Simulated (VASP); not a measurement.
# 1T-PtSe2 monolayer under biaxial strain, part 4 of 7

Aim: strain 1T-PtSe2 monolayer in both directions of its plane and follow energy, thickness and gap.

VASP 6.6.1, plane waves and PAW; the level of theory is named at each step.

So far, gap on the k-mesh (eV): step 2 (relaxing the monolayer) 1.35; step 5 (strained, atoms relaxed, biaxial strain -0.04) 1.01.

### Step 7. Strained, atoms relaxed, biaxial strain -0.03

This step: PBE with D3(BJ); plane waves and PAW (Pt, Se) (VASP 6.6.1).

The input, INCAR:

```
SYSTEM = PtSe2
PREC = Normal
ENCUT = 350
EDIFF = 1E-06
NELM = 120
ISMEAR = 0
SIGMA = 0.03
LREAL = .FALSE.
ALGO = Fast
GGA = PE
IVDW = 12
NBANDS = 17
LASPH = .TRUE.
LORBIT = 11
LWAVE = .FALSE.
LCHARG = .FALSE.
KPAR = 4
IBRION = 2
NSW = 30
ISIF = 2
EDIFFG = -0.015
POTIM = 0.4
MAXMIX = 40
IDIPOL = 3
LDIPOL = .TRUE.
DIPOL = 0.5 0.5 0.5
```

The input, POSCAR:

```
PtSe2
1.0
    3.5917518104      0.0000000000      0.0000000000
   -1.7958759052      3.1105483119      0.0000000000
    0.0000000000      0.0000000000     22.0000000000
Pt Se
1 2
Direct
    0.0000000000      0.0000000000      0.5000000000
    0.3333333333      0.6666666667      0.4396979050
    0.6666666667      0.3333333333      0.5603020950
```

The input, KPOINTS:

```
Automatic mesh
0
Gamma
9 9 1
0 0 0
```

The projector-augmented-wave data sets are Pt and Se (PBE family, release 64).

Launch:

```bash
mpirun -np 4 vasp_std
```

What it wrote:

```text
[... set-up lines as in an earlier step ...]
 entering main loop
       N       E                     dE             d eps       ncg     rms          rms(c)
DAV:   1     0.150220992789E+03    0.15022E+03   -0.61427E+03   408   0.693E+02
DAV:   2    -0.111724787447E+01   -0.15134E+03   -0.14636E+03   657   0.157E+02
DAV:   3    -0.147834232481E+02   -0.13666E+02   -0.13607E+02   525   0.591E+01
DAV:   4    -0.149530529980E+02   -0.16963E+00   -0.16952E+00   556   0.775E+00
[...]
RMM:  24    -0.141038962896E+02   -0.60259E-05   -0.19758E-06   291   0.626E-03    0.133E-02
RMM:  25    -0.141038984637E+02   -0.21741E-05   -0.73688E-07   268   0.504E-03    0.392E-03
RMM:  26    -0.141038992228E+02   -0.75912E-06   -0.15823E-07   236   0.199E-03
   1 F= -.15060206E+02 E0= -.15060206E+02  d E =-.150602E+02
[...]
N       E                     dE             d eps       ncg     rms          rms(c)
DAV:   1    -0.141453710631E+02   -0.41473E-01   -0.18235E+00   413   0.713E+00    0.733E-01
[...]
RMM:  11    -0.141511493889E+02   -0.66194E-06   -0.11059E-06   277   0.561E-03
   2 F= -.15102036E+02 E0= -.15102036E+02  d E =-.418301E-01
 trial-energy change:   -0.041830  1 .order   -0.042048   -0.057136   -0.026959
 step:   1.9769(harm=  1.8934)  dis= 0.06564  next Energy=   -15.115002 (dE=-0.548E-01)
[...]
N       E                     dE             d eps       ncg     rms          rms(c)
DAV:   1    -0.141638702128E+02   -0.12721E-01   -0.17290E+00   409   0.694E+00    0.687E-01
RMM:   2    -0.141683051022E+02   -0.44349E-02   -0.61877E-02   408   0.136E+00    0.180E-01
RMM:   3    -0.141691907159E+02   -0.88561E-03   -0.76926E-03   415   0.518E-01    0.793E-02
RMM:   4    -0.141693041723E+02   -0.11346E-03   -0.14194E-03   417   0.233E-01    0.292E-02
RMM:   5    -0.141693273692E+02   -0.23197E-04   -0.24913E-04   419   0.102E-01    0.289E-02
RMM:   6    -0.141693260605E+02    0.13087E-05   -0.57956E-05   410   0.528E-02    0.128E-02
RMM:   7    -0.141693286805E+02   -0.26199E-05   -0.15906E-05   413   0.267E-02    0.903E-03
RMM:   8    -0.141693290809E+02   -0.40045E-06   -0.47077E-06   348   0.145E-02
   3 F= -.15114792E+02 E0= -.15114792E+02  d E =-.545866E-01
[...]
reached required accuracy - stopping structural energy minimisation
```

Wall time 18 s (4 MPI ranks of AMD EPYC 7R43, shared host); peak memory 0.66 GiB; 68 s of CPU time.

OUTCAR, selected parts (step 7):

```text
 Edisp (eV)   -0.95089

 Edisp (eV)   -0.94546

  Total       2.04971     2.04971    -0.10699    -0.00000     0.00000    -0.00000
  in kB      13.36091    13.36091    -0.69741    -0.00000     0.00000    -0.00000
  external pressure =        8.67 kB  Pullay stress =        0.00 kB

 POSITION                                       TOTAL-FORCE (eV/Angst)
 -----------------------------------------------------------------------------------
     -0.00000      0.00000     11.00000        -0.000000      0.000000      0.000000
     -0.00000      2.07370      9.60771        -0.000000     -0.000000      0.005781
      1.79588      1.03685     12.39229         0.000000      0.000000     -0.005781
 -----------------------------------------------------------------------------------
    total drift:                                0.000000      0.000000      0.000000

  FREE ENERGIE OF THE ION-ELECTRON SYSTEM (eV)
  ---------------------------------------------------
  free  energy   TOTEN  =       -15.1147923750 eV

  energy  without entropy=      -15.1147923750  energy(sigma->0) =      -15.11479237

[... 2 parts as in an earlier step ...]

[... 2 further parts left out ...]
[key lines of the parts left out:]
E-fermi :  -2.4640
```

Step by step:

| step | energy less that of the first step (eV) | largest force (eV/Å) |
| --- | --- | --- |
| 1 | 0.0000 | 0.8604 |
| 2 | -0.0418 | 0.4060 |
| 3 | -0.0546 | 0.0058 |

The atoms that moved most (Å):

| atom | dx | dy | dz | length |
| --- | --- | --- | --- | --- |
| Se3 | 0.000 | 0.000 | 0.066 | 0.066 |
| Se2 | 0.000 | 0.000 | -0.066 | 0.066 |

The relaxed structure:

```xyz
3
Lattice="3.5918 0.0000 0.0000 -1.7959 3.1105 0.0000 0.0000 0.0000 22.0000" Properties=species:S:1:pos:R:3
Pt    0.0000    0.0000   11.0000
Se    0.0000    2.0737    9.6077
Se    1.7959    1.0368   12.3923
```

The run ended after 3 ionic steps, 0.055 eV below its first step, once the forces on the free atoms met EDIFFG = -0.015.

### Step 8. Strained, levels with spin-orbit coupling, biaxial strain -0.03

This step: PBE with D3(BJ), spin-orbit coupling; plane waves and PAW (Pt, Se) (VASP 6.6.1).

The input, INCAR:

```
SYSTEM = PtSe2
PREC = Normal
ENCUT = 350
EDIFF = 1E-06
NELM = 120
ISMEAR = 0
SIGMA = 0.03
LREAL = .FALSE.
ALGO = Fast
GGA = PE
IVDW = 12
LNONCOLLINEAR = .TRUE.
MAGMOM = 0 0 0 0 0 0 0 0 0
NBANDS = 34
GGA_COMPAT = .FALSE.
LASPH = .TRUE.
LSORBIT = .TRUE.
LMAXMIX = 4
LWAVE = .FALSE.
LCHARG = .FALSE.
KPAR = 4
IDIPOL = 3
LDIPOL = .TRUE.
DIPOL = 0.5 0.5 0.5
LVHAR = .TRUE.
LVACPOTAV = .TRUE.
```

The input, POSCAR:

```
PtSe2
1.0
    3.5917518104      0.0000000000      0.0000000000
   -1.7958759052      3.1105483119      0.0000000000
    0.0000000000      0.0000000000     22.0000000000
Pt Se
1 2
Direct
    0.0000000000      0.0000000000      0.5000000000
    0.3333333333      0.6666666667      0.4367141373
    0.6666666667      0.3333333333      0.5632858627
```

KPOINTS is that of step 7.

The input, KPOINTS_OPT:

```
Line mode
14
Line-mode
Reciprocal
  0.00000000   0.00000000   0.00000000 GAMMA
  0.50000000   0.00000000   0.00000000 M

  0.50000000   0.00000000   0.00000000 M
  0.33333333   0.33333333   0.00000000 K

  0.33333333   0.33333333   0.00000000 K
  0.00000000   0.00000000   0.00000000 GAMMA
```

Launch:

```bash
mpirun -np 4 vasp_ncl
```

What it wrote:

```text
[... set-up lines as in an earlier step ...]
 entering main loop
       N       E                     dE             d eps       ncg     rms          rms(c)
DAV:   1     0.149179304098E+03    0.14918E+03   -0.59612E+03   816   0.700E+02
DAV:   2     0.223003059581E+01   -0.14695E+03   -0.13506E+03  1156   0.164E+02
DAV:   3    -0.150767665272E+02   -0.17307E+02   -0.17066E+02   998   0.642E+01
DAV:   4    -0.154400647602E+02   -0.36330E+00   -0.36221E+00  1042   0.106E+01
[...]
RMM:  20    -0.145688021982E+02   -0.22990E-05   -0.93049E-08   571   0.138E-03    0.677E-04
RMM:  21    -0.145688045360E+02   -0.23378E-05   -0.78827E-08   523   0.116E-03    0.109E-04
RMM:  22    -0.145688049549E+02   -0.41894E-06   -0.29150E-08   448   0.954E-04
 [... a notice as in an earlier step ...]

   1 F= -.15514268E+02 E0= -.15514268E+02  d E =-.126040E-22  mag=     0.0000     0.0000     0.0000
 Start KPOINTS_OPT (optional k-point list driver)
k-point batch [1-12\42]
       N       E                     dE             ncg
DAV:   1    -0.682783530550E+02   -0.24860E+04      824
DAV:   2    -0.177177326439E+04   -0.17035E+04     1138
DAV:   3    -0.200054612244E+04   -0.22877E+03     1070
DAV:   4    -0.200557508802E+04   -0.50290E+01      964
DAV:   5    -0.200568825056E+04   -0.11316E+00     1054
DAV:   6    -0.200569229778E+04   -0.40472E-02     1066
DAV:   7    -0.200569239489E+04   -0.97108E-04     1110
DAV:   8    -0.200569239966E+04   -0.47706E-05      930
DAV:   9    -0.200569239995E+04   -0.28857E-06      694
[...]
k-point batch [37-42\42]
       N       E                     dE             ncg
DAV:   1     0.264646540259E+04   -0.41305E+03      432
DAV:   2     0.185142786020E+04   -0.79504E+03      526
DAV:   3     0.174031836493E+04   -0.11111E+03      526
DAV:   4     0.173699556576E+04   -0.33228E+01      510
DAV:   5     0.173691364867E+04   -0.81917E-01      544
DAV:   6     0.173691055857E+04   -0.30901E-02      552
DAV:   7     0.173691050795E+04   -0.50627E-04      592
DAV:   8     0.173691050541E+04   -0.25318E-05      480
DAV:   9     0.173691050529E+04   -0.12911E-06      376
```

Elapsed: 63 s, on 4 MPI ranks; peak memory 1.5 GiB.

Parts of OUTCAR (step 8):

```text
 Edisp (eV)   -0.94546

  Total       2.11676     2.11676    -0.02874     0.00000     0.00000    -0.00000
  in kB      13.79802    13.79802    -0.18732     0.00000     0.00000    -0.00000
  external pressure =        9.14 kB  Pullay stress =        0.00 kB

 POSITION                                       TOTAL-FORCE (eV/Angst)
 -----------------------------------------------------------------------------------
      0.00000      0.00000     11.00000         0.000000      0.000000      0.000000
     -0.00000      2.07370      9.60771        -0.000000     -0.000000     -0.022611
      1.79588      1.03685     12.39229         0.000000      0.000000      0.022611
 -----------------------------------------------------------------------------------
    total drift:                                0.000000      0.000000     -0.000000

  FREE ENERGIE OF THE ION-ELECTRON SYSTEM (eV)
  ---------------------------------------------------
  free  energy   TOTEN  =       -15.5142682489 eV

  energy  without entropy=      -15.5142682489  energy(sigma->0) =      -15.51426825

[... 2 parts as in an earlier step ...]

[... 1 further part left out ...]
[key lines of the parts left out:]
E-fermi :  -2.2212
```

### Step 9. Strained, atoms relaxed, biaxial strain -0.02

This step: PBE with D3(BJ); plane waves and PAW (Pt, Se) (VASP 6.6.1).

The input, INCAR:

```
SYSTEM = PtSe2
PREC = Normal
ENCUT = 350
EDIFF = 1E-06
NELM = 120
ISMEAR = 0
SIGMA = 0.03
LREAL = .FALSE.
ALGO = Fast
GGA = PE
IVDW = 12
NBANDS = 17
LASPH = .TRUE.
LORBIT = 11
LWAVE = .FALSE.
LCHARG = .FALSE.
KPAR = 4
IBRION = 2
NSW = 30
ISIF = 2
EDIFFG = -0.015
POTIM = 0.4
MAXMIX = 40
IDIPOL = 3
LDIPOL = .TRUE.
DIPOL = 0.5 0.5 0.5
```

The input, POSCAR:

```
PtSe2
1.0
    3.6287801795      0.0000000000      0.0000000000
   -1.8143900898      3.1426158203      0.0000000000
    0.0000000000      0.0000000000     22.0000000000
Pt Se
1 2
Direct
    0.0000000000      0.0000000000      0.5000000000
    0.3333333333      0.6666666667      0.4396979050
    0.6666666667      0.3333333333      0.5603020950
```

KPOINTS is that of step 8.

Launch:

```bash
mpirun -np 4 vasp_std
```

What it wrote:

```text
[... set-up lines as in an earlier step ...]
 entering main loop
       N       E                     dE             d eps       ncg     rms          rms(c)
DAV:   1     0.145124768156E+03    0.14512E+03   -0.61322E+03   408   0.698E+02
DAV:   2    -0.726350647499E+00   -0.14585E+03   -0.13900E+03   577   0.153E+02
DAV:   3    -0.147634612918E+02   -0.14037E+02   -0.13701E+02   499   0.593E+01
DAV:   4    -0.150396535759E+02   -0.27619E+00   -0.27540E+00   548   0.886E+00
[...]
RMM:  24    -0.141922467705E+02   -0.13893E-04   -0.15742E-06   283   0.795E-03    0.102E-02
RMM:  25    -0.141922560461E+02   -0.92756E-05   -0.65524E-07   276   0.388E-03    0.625E-03
RMM:  26    -0.141922570393E+02   -0.99324E-06   -0.70443E-07   264   0.490E-03
   1 F= -.15128669E+02 E0= -.15128669E+02  d E =-.151287E+02
[...]
N       E                     dE             d eps       ncg     rms          rms(c)
DAV:   1    -0.142104215862E+02   -0.18166E-01   -0.73469E-01   415   0.451E+00    0.454E-01
[...]
RMM:  10    -0.142127739729E+02   -0.11417E-05   -0.24629E-07   259   0.313E-03    0.325E-03
RMM:  11    -0.142127743825E+02   -0.40959E-06   -0.66764E-08   204   0.185E-03
   2 F= -.15145840E+02 E0= -.15145840E+02  d E =-.171707E-01
 trial-energy change:   -0.017171  1 .order   -0.017243   -0.023011   -0.011475
 step:   2.0795(harm=  1.9947)  dis= 0.04382  next Energy=   -15.151942 (dE=-0.233E-01)
[...]
N       E                     dE             d eps       ncg     rms          rms(c)
DAV:   1    -0.142196598947E+02   -0.68859E-02   -0.85238E-01   414   0.486E+00    0.473E-01
RMM:   2    -0.142217881842E+02   -0.21283E-02   -0.29026E-02   408   0.936E-01    0.552E-02
RMM:   3    -0.142222067357E+02   -0.41855E-03   -0.37748E-03   414   0.359E-01    0.279E-02
RMM:   4    -0.142222857665E+02   -0.79031E-04   -0.68525E-04   416   0.158E-01    0.208E-02
RMM:   5    -0.142222917929E+02   -0.60264E-05   -0.14882E-04   416   0.758E-02    0.115E-02
RMM:   6    -0.142222957507E+02   -0.39579E-05   -0.29002E-05   419   0.356E-02    0.469E-03
RMM:   7    -0.142222961778E+02   -0.42704E-06   -0.71925E-06   384   0.181E-02
   3 F= -.15151689E+02 E0= -.15151689E+02  d E =-.230199E-01
[...]
reached required accuracy - stopping structural energy minimisation
```

Wall time 21 s (4 MPI ranks); peak memory 0.73 GiB; 80 s of CPU time.

OUTCAR, selected parts (step 9):

```text
 Edisp (eV)   -0.93307

 Edisp (eV)   -0.92939

  Total       1.33972     1.33972    -0.13149    -0.00000     0.00000    -0.00000
  in kB       8.55559     8.55559    -0.83968    -0.00000     0.00000    -0.00000
  external pressure =        5.42 kB  Pullay stress =        0.00 kB

 POSITION                                       TOTAL-FORCE (eV/Angst)
 -----------------------------------------------------------------------------------
      0.00000      0.00000     11.00000        -0.000000      0.000000      0.000000
     -0.00000      2.09508      9.62953        -0.000000     -0.000000      0.010255
      1.81439      1.04754     12.37047         0.000000      0.000000     -0.010255
 -----------------------------------------------------------------------------------
    total drift:                               -0.000000      0.000000      0.000000

  FREE ENERGIE OF THE ION-ELECTRON SYSTEM (eV)
  ---------------------------------------------------
  free  energy   TOTEN  =       -15.1516889450 eV

  energy  without entropy=      -15.1516889450  energy(sigma->0) =      -15.15168894

[... 2 parts as in an earlier step ...]

[... 2 further parts left out ...]
[key lines of the parts left out:]
E-fermi :  -2.6165
```

The steps of the relaxation:

| step | energy less that of the first step (eV) | largest force (eV/Å) |
| --- | --- | --- |
| 1 | 0.0000 | 0.5460 |
| 2 | -0.0172 | 0.2723 |
| 3 | -0.0230 | 0.0103 |

The atoms that moved most (Å):

| atom | dx | dy | dz | length |
| --- | --- | --- | --- | --- |
| Se3 | 0.000 | 0.000 | 0.044 | 0.044 |
| Se2 | 0.000 | 0.000 | -0.044 | 0.044 |

The relaxed structure:

```xyz
3
Lattice="3.6288 0.0000 0.0000 -1.8144 3.1426 0.0000 0.0000 0.0000 22.0000" Properties=species:S:1:pos:R:3
Pt    0.0000    0.0000   11.0000
Se    0.0000    2.0951    9.6295
Se    1.8144    1.0475   12.3705
```

The run ended after 3 ionic steps, 0.023 eV below its first step, once the forces on the free atoms met EDIFFG = -0.015.

### Step 10. Strained, levels with spin-orbit coupling, biaxial strain -0.02

This step: PBE with D3(BJ), spin-orbit coupling; plane waves and PAW (Pt, Se) (VASP 6.6.1).

The input, INCAR:

```
SYSTEM = PtSe2
PREC = Normal
ENCUT = 350
EDIFF = 1E-06
NELM = 120
ISMEAR = 0
SIGMA = 0.03
LREAL = .FALSE.
ALGO = Fast
GGA = PE
IVDW = 12
LNONCOLLINEAR = .TRUE.
MAGMOM = 0 0 0 0 0 0 0 0 0
NBANDS = 34
GGA_COMPAT = .FALSE.
LASPH = .TRUE.
LSORBIT = .TRUE.
LMAXMIX = 4
LWAVE = .FALSE.
LCHARG = .FALSE.
KPAR = 4
IDIPOL = 3
LDIPOL = .TRUE.
DIPOL = 0.5 0.5 0.5
LVHAR = .TRUE.
LVACPOTAV = .TRUE.
```

The input, POSCAR:

```
PtSe2
1.0
    3.6287801795      0.0000000000      0.0000000000
   -1.8143900898      3.1426158203      0.0000000000
    0.0000000000      0.0000000000     22.0000000000
Pt Se
1 2
Direct
    0.0000000000      0.0000000000      0.5000000000
    0.3333333333      0.6666666667      0.4377060991
    0.6666666667      0.3333333333      0.5622939009
```

KPOINTS is that of step 9.

KPOINTS_OPT is that of step 8.

Launch:

```bash
mpirun -np 4 vasp_ncl
```

What it wrote:

```text
[... set-up lines as in an earlier step ...]
 entering main loop
       N       E                     dE             d eps       ncg     rms          rms(c)
DAV:   1     0.150079038792E+03    0.15008E+03   -0.59538E+03   816   0.702E+02
DAV:   2     0.250162002935E+01   -0.14758E+03   -0.13609E+03  1178   0.162E+02
DAV:   3    -0.151306719484E+02   -0.17632E+02   -0.17376E+02  1032   0.645E+01
DAV:   4    -0.154976848683E+02   -0.36701E+00   -0.36542E+00  1048   0.105E+01
[...]
RMM:  20    -0.146218313968E+02   -0.24583E-05   -0.99760E-08   571   0.139E-03    0.606E-04
RMM:  21    -0.146218336299E+02   -0.22331E-05   -0.75230E-08   505   0.113E-03    0.940E-05
RMM:  22    -0.146218341410E+02   -0.51111E-06   -0.33896E-08   456   0.997E-04
 [... a notice as in an earlier step ...]

   1 F= -.15551227E+02 E0= -.15551227E+02  d E =-.236167E-22  mag=     0.0000    -0.0000     0.0000
 Start KPOINTS_OPT (optional k-point list driver)
k-point batch [1-12\42]
       N       E                     dE             ncg
DAV:   1    -0.111243337120E+03   -0.25420E+04      832
DAV:   2    -0.179049161952E+04   -0.16792E+04     1156
DAV:   3    -0.201317530147E+04   -0.22268E+03     1036
DAV:   4    -0.201817243633E+04   -0.49971E+01     1000
DAV:   5    -0.201827700610E+04   -0.10457E+00     1044
DAV:   6    -0.201828010120E+04   -0.30951E-02     1134
DAV:   7    -0.201828015407E+04   -0.52866E-04     1090
DAV:   8    -0.201828015642E+04   -0.23518E-05      936
DAV:   9    -0.201828015654E+04   -0.11925E-06      704
[...]
k-point batch [37-42\42]
       N       E                     dE             ncg
DAV:   1     0.265096760699E+04   -0.37651E+03      424
DAV:   2     0.183526747825E+04   -0.81570E+03      530
DAV:   3     0.171655004314E+04   -0.11872E+03      534
DAV:   4     0.171378672314E+04   -0.27633E+01      512
DAV:   5     0.171371842341E+04   -0.68300E-01      534
DAV:   6     0.171371620054E+04   -0.22229E-02      564
DAV:   7     0.171371614483E+04   -0.55709E-04      596
DAV:   8     0.171371614210E+04   -0.27385E-05      524
DAV:   9     0.171371614196E+04   -0.13551E-06      398
```

Run time: 80 s. Hardware: 4 MPI ranks; peak memory 1.7 GiB.

From OUTCAR (step 10):

```text
 Edisp (eV)   -0.92939

  Total       1.41660     1.41660    -0.03612    -0.00000     0.00000     0.00000
  in kB       9.04654     9.04654    -0.23066    -0.00000     0.00000     0.00000
  external pressure =        5.95 kB  Pullay stress =        0.00 kB

 POSITION                                       TOTAL-FORCE (eV/Angst)
 -----------------------------------------------------------------------------------
      0.00000      0.00000     11.00000        -0.000000      0.000000     -0.000000
     -0.00000      2.09508      9.62953         0.000000     -0.000000     -0.019019
      1.81439      1.04754     12.37047        -0.000000      0.000000      0.019019
 -----------------------------------------------------------------------------------
    total drift:                                0.000000      0.000000      0.000000

  FREE ENERGIE OF THE ION-ELECTRON SYSTEM (eV)
  ---------------------------------------------------
  free  energy   TOTEN  =       -15.5512269081 eV

  energy  without entropy=      -15.5512269081  energy(sigma->0) =      -15.55122691

[... 2 parts as in an earlier step ...]

[... 1 further part left out ...]
[key lines of the parts left out:]
E-fermi :  -2.3747
```

On-site spin-orbit energy by atom:

| atom | on-site spin-orbit energy (eV) |
| --- | --- |
| Pt1 | -0.741 |
| Se2 | -0.028 |
| Se3 | -0.028 |

[end of part 4 of 7]

[Lines on the potential files, build, host, timing and source positions are cut from VASP's logs without a mark.]

[Logs are printed without paths, hosts, clocks, repeated set-up lines and the standing remarks that a program may print on its own settings, such as how far it seeks lower states.]

[Hosts, paths, dates, database ids (printed as entryN), source tags and the programs' standing remarks are cut or masked in the printed files.]

[Runs that stopped without an error message from VASP are left out.]
